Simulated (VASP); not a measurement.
Here is the system:

```
AsB
1.0
    0.00000     2.38590     2.38590
    2.38590     0.00000     2.38590
    2.38590     2.38590     0.00000
B As
1 1
Direct
  0.00000   0.00000   0.00000
  0.25000   0.25000   0.25000
```

Computed with PBE GGA with D3 dispersion (Becke-Johnson damping), VASP's PBE PAW potentials (set 64) (plane waves; VASP). Settings: 520 eV cut-off, 10×10×10 Γ-centred mesh, Gaussian smearing of 0.050 eV, potentials B As.

Problem. What does the run give for the energy per atom (σ→0)?

Solution. 
| Item | Value |
|---|---|
| energy per atom (σ→0) | -6.033 eV/atom |

Total energies compare only between runs with the same potentials, cut-off and functional.

The compound is BAs in the zinc blende structure. It was relaxed first.
